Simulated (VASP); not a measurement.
Method: PBEsol GGA, VASP's PBE PAW potentials (set 64) (plane waves; VASP 6.6.1).

Input for VASP

File KPOINTS:
```
Automatic
0
G
  1 1 1
0 0 0
```

POSCAR:
```
Te atom
1
   12.0000000000     0.0000000000     0.0000000000
    0.0000000000    12.5000000000     0.0000000000
    0.0000000000     0.0000000000    13.0000000000
Te
1
Direct
  0.0000000000   0.0000000000   0.0000000000
```

**INCAR**
```
SYSTEM = Te atom
PREC = Normal; ENCUT = 520; LREAL = .False.
LASPH = .True.; ISYM = 0
EDIFF = 1E-6; NELM = 200; ALGO = All
LMAXMIX = 4
ISMEAR = 0; SIGMA = 0.01
GGA = PS
ISPIN = 2; MAGMOM = 2; NUPDOWN = 2
LWAVE = .False.; LCHARG = .False.; LORBIT = 10
```

POTCAR, in this order: Te (PBE.64 set). Program: vasp_gam. Read from the step before: WAVECAR.

The resulting files:

File OSZICAR:
```
       N       E                     dE             d eps       ncg     rms           ort
SDA:   1    -0.634794762565E+00   -0.63479E+00    0.00000E+00     8   0.416E-02   0.000E+00
CGA:   2    -0.636016320838E+00   -0.12216E-02   -0.12207E-02     8   0.689E-03   0.861E-05
CGA:   3    -0.636230486374E+00   -0.21417E-03   -0.21299E-03     8   0.153E-03   0.117E-04
CGA:   4    -0.636278768884E+00   -0.48283E-04   -0.47716E-04     8   0.411E-04   0.648E-05
SDA:   5    -0.636430976103E+00   -0.15221E-03   -0.15220E-03     8   0.944E-02   0.287E-05
CGA:   6    -0.648500923216E+00   -0.12070E-01   -0.12073E-01     8   0.460E-01  -0.445E-04
CGA:   7    -0.650708076961E+00   -0.22072E-02   -0.21990E-02     8   0.354E-01   0.162E-03
CGA:   8    -0.655967228795E+00   -0.52592E-02   -0.52740E-02     8   0.191E-01   0.495E-03
CGA:   9    -0.658746952187E+00   -0.27797E-02   -0.27800E-02     8   0.106E-01   0.502E-04
CGA:  10    -0.660833118482E+00   -0.20862E-02   -0.20964E-02     8   0.125E-01   0.107E-04
CGA:  11    -0.665200111919E+00   -0.43670E-02   -0.40437E-02     8   0.458E-01  -0.857E-04
CGA:  12    -0.668975472813E+00   -0.37754E-02   -0.37666E-02     8   0.779E-01   0.466E-03
CGA:  13    -0.670769891326E+00   -0.17944E-02   -0.17956E-02     8   0.801E-01   0.499E-03
CGA:  14    -0.672168979641E+00   -0.13991E-02   -0.13997E-02     8   0.732E-01   0.140E-03
CGA:  15    -0.673663011324E+00   -0.14940E-02   -0.14942E-02     8   0.650E-01  -0.215E-04
CGA:  16    -0.675578726111E+00   -0.19157E-02   -0.20083E-02     8   0.581E-01  -0.102E-02
CGA:  17    -0.677424088614E+00   -0.18454E-02   -0.18450E-02     8   0.514E-01  -0.112E-03
CGA:  18    -0.679114503149E+00   -0.16904E-02   -0.16865E-02     8   0.453E-01  -0.167E-03
CGA:  19    -0.680609654336E+00   -0.14952E-02   -0.14903E-02     8   0.403E-01  -0.208E-03
CGA:  20    -0.681944631511E+00   -0.13350E-02   -0.13301E-02     8   0.366E-01  -0.231E-03
CGA:  21    -0.683159579228E+00   -0.12149E-02   -0.12106E-02     8   0.340E-01  -0.244E-03
CGA:  22    -0.684291014097E+00   -0.11314E-02   -0.11278E-02     8   0.322E-01  -0.255E-03
CGA:  23    -0.685368784705E+00   -0.10778E-02   -0.10748E-02     8   0.311E-01  -0.267E-03
CGA:  24    -0.686414575696E+00   -0.10458E-02   -0.10436E-02     8   0.303E-01  -0.279E-03
CGA:  25    -0.687441202173E+00   -0.10266E-02   -0.10252E-02     8   0.296E-01  -0.289E-03
CGA:  26    -0.688452337533E+00   -0.10111E-02   -0.10105E-02     8   0.289E-01  -0.288E-03
CGA:  27    -0.689442747424E+00   -0.99041E-03   -0.99045E-03     8   0.278E-01  -0.271E-03
CGA:  28    -0.690399467909E+00   -0.95672E-03   -0.95095E-03     8   0.263E-01  -0.946E-04
CGA:  29    -0.691313986635E+00   -0.91452E-03   -0.91028E-03     8   0.244E-01  -0.753E-04
CGA:  30    -0.692159639174E+00   -0.84565E-03   -0.84290E-03     8   0.223E-01  -0.517E-04
CGA:  31    -0.692927915338E+00   -0.76828E-03   -0.76672E-03     8   0.201E-01  -0.272E-04
CGA:  32    -0.693619637099E+00   -0.69172E-03   -0.69105E-03     8   0.182E-01  -0.519E-05
CGA:  33    -0.694243476932E+00   -0.62384E-03   -0.62375E-03     8   0.165E-01   0.152E-04
CGA:  34    -0.694812757263E+00   -0.56928E-03   -0.56773E-03     8   0.153E-01   0.867E-04
CGA:  35    -0.695343731685E+00   -0.53097E-03   -0.51843E-03     8   0.144E-01   0.405E-03
CGA:  36    -0.695853785748E+00   -0.51005E-03   -0.48780E-03     8   0.139E-01   0.585E-03
CGA:  37    -0.696345848710E+00   -0.49206E-03   -0.48498E-03     8   0.139E-01   0.195E-03
CGA:  38    -0.696811864355E+00   -0.46602E-03   -0.46752E-03     8   0.135E-01   0.612E-04
CGA:  39    -0.697236659880E+00   -0.42480E-03   -0.42946E-03     8   0.124E-01   0.317E-04
CGA:  40    -0.697635678703E+00   -0.39902E-03   -0.40677E-03     8   0.115E-01   0.465E-04
CGA:  41    -0.698033774887E+00   -0.39810E-03   -0.40049E-03     8   0.108E-01   0.655E-04
CGA:  42    -0.698412576350E+00   -0.37880E-03   -0.37947E-03     8   0.100E-01   0.462E-04
CGA:  43    -0.698764182404E+00   -0.35161E-03   -0.35193E-03     8   0.937E-02   0.359E-04
CGA:  44    -0.699091041046E+00   -0.32686E-03   -0.32623E-03     8   0.879E-02   0.338E-04
CGA:  45    -0.699392894778E+00   -0.30185E-03   -0.29829E-03     8   0.844E-02   0.192E-04
SDA:  46    -0.699676391337E+00   -0.28350E-03   -0.28271E-03     8   0.828E-02   0.196E-05
CGA:  47    -0.703564432561E+00   -0.38880E-02   -0.38924E-02     8   0.991E-03   0.143E-03
CGA:  48    -0.704095281176E+00   -0.53085E-03   -0.52796E-03     8   0.234E-03   0.112E-04
CGA:  49    -0.704224471206E+00   -0.12919E-03   -0.12914E-03     8   0.526E-04   0.279E-06
CGA:  50    -0.704252430988E+00   -0.27960E-04   -0.27945E-04     8   0.860E-05   0.416E-07
CGA:  51    -0.704256646118E+00   -0.42151E-05   -0.42089E-05     8   0.154E-05   0.245E-07
CGA:  52    -0.704257680341E+00   -0.10342E-05   -0.10704E-05     8   0.625E-06  -0.779E-07
CGA:  53    -0.704258231994E+00   -0.55165E-06   -0.55045E-06     8   0.622E-06  -0.444E-07
   1 F= -.70425823E+00 E0= -.70425823E+00  d E =-.786056E-12  mag=     2.0000
```

OUTCAR:
```
------------------------ aborting loop because EDIFF is reached ----------------------------------------
  FORCE on cell =-STRESS in cart. coord.  units (eV):
  Direction    XX          YY          ZZ          XY          YZ          ZX
  --------------------------------------------------------------------------------------
  Total       -0.0008896      0.0016896     -0.0008327      0.0002892     -0.0024491      0.0001743
  in kB       -0.0007310      0.0013882     -0.0006842      0.0002376     -0.0020122      0.0001432
  external PRESSURE =      -0.0000090 kB  Pullay stress =       0.0000000 kB
  volume of cell :     1950.00
      direct lattice vectors                 reciprocal lattice vectors
    12.000000000  0.000000000  0.000000000     0.083333333  0.000000000  0.000000000
     0.000000000 12.500000000  0.000000000     0.000000000  0.080000000  0.000000000
     0.000000000  0.000000000 13.000000000     0.000000000  0.000000000  0.076923077
 POSITION                                       TOTAL-FORCE (eV/Angst)
 -----------------------------------------------------------------------------------
      0.00000      0.00000      0.00000        -0.000000      0.000001      0.000000
 -----------------------------------------------------------------------------------
    total drift:                               -0.000000      0.000001      0.000000
  FREE ENERGIE OF THE ION-ELECTRON SYSTEM (eV)
  ---------------------------------------------------
  free  energy   TOTEN  =        -0.7042582320 eV

  energy  without entropy=       -0.7042582320  energy(sigma->0) =       -0.70425823

 total charge

# of ion       s       p       d       tot
------------------------------------------
    1        1.415   1.816   0.001   3.232

 magnetization (x)

# of ion       s       p       d       tot
------------------------------------------
    1        0.012   0.942   0.001   0.954
```
(Selected blocks of OUTCAR.)

The atom may not be in its lowest state.

The cell is a free atom in a box.
